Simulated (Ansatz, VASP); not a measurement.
# One calculation of Sr3Sc, two programs

The input INCAR:

```
SYSTEM = Sr3Sc
PREC     = Accurate       ! precision mode
ENCUT    = 520            ! plane-wave cutoff, eV
EDIFF    = 1E-7           ! SCF threshold, eV
ISMEAR   = -1             ! smearing method
SIGMA    = 0.05           ! smearing width, eV
LREAL    = .False.        ! projectors in reciprocal space
LASPH    = .True.         ! aspherical terms in the spheres
NELM     = 100            ! most SCF steps
ALGO     = Normal         ! electronic algorithm
ISIF     = 2              ! what is computed and relaxed
LWAVE    = .False.        ! write WAVECAR
LCHARG   = .False.        ! write CHGCAR
GGA      = PE             ! functional
NBANDS   = 28             ! bands
```

The input KPOINTS:

```
Automatic mesh
0
Gamma
  7 7 7
  0 0 0
```

The input POSCAR:

```
Sr3Sc
1.0
   -2.7813170000      2.7813170000      5.7867300000
    2.7813170000     -2.7813170000      5.7867300000
    2.7813170000      2.7813170000     -5.7867300000
Sr Sc
3 1
Direct
    0.4927250000      0.4957540000     -0.0017520000
    0.2570060000      0.7542200000      0.5021690000
    0.7514210000      0.2441790000      0.4986680000
    0.0021870000     -0.0021510000     -0.0033640000
```

The input input.yaml:

```yaml
crystal:
  lattice:
    - [-2.781317, 2.781317, 5.78673]
    - [2.781317, -2.781317, 5.78673]
    - [2.781317, 2.781317, -5.78673]
  atoms:
    - { symbol: Sr, position: [0.492725, 0.495754, -0.001752] }
    - { symbol: Sr, position: [0.257006, 0.75422, 0.502169] }
    - { symbol: Sr, position: [0.751421, 0.244179, 0.498668] }
    - { symbol: Sc, position: [0.002187, -0.002151, -0.003364] }
hamiltonian:
  xc: pbe
  pseudopotentials: { kind: paw }
kpoints:
  mp_grid: { grid: [7, 7, 7] }
scf:
  occupations: { method: fermi_dirac, width: 0.05 }
output:
  forces: true
  stress: true
  eigenvalues: true
  write_density: true
  write_potential: true
  elf: true
  volumetric_format: npy
```

Change from the starting cell: atoms moved at random, drawn with an rms of 0.05 Å.

Alike in both runs: task single point; functional PBE; k mesh 7 × 7 × 7; occupations fermi-dirac, width 0.05 eV; no spin polarisation.

|  | VASP | Ansatz |
| --- | --- | --- |
| version | VASP 6.6.1 | Ansatz 0.2.0 |
| potentials or method | VASP PAW PBE potentials, release 64 (Sr_sv, Sc_sv) | Ansatz PAW |
| plane-wave cutoff (eV) | 520 | 420 |
| valence electrons in the cell | 41 | 41 |

```tsv
	VASP	Ansatz	Ansatz less VASP
gap on the k mesh at the Fermi level (eV)	none	none	-
pressure (GPa)	0.0	0.0	-0.01
largest component of the traceless stress (GPa)	0.23	0.23	-0.001
rms of the force components (eV/Å)	0.076	0.076	-0.0003
```

Atom by atom the forces differ by 0.000 eV/Å (rms over components). A gap of «none» marks a metal or a gap that the smearing closes.
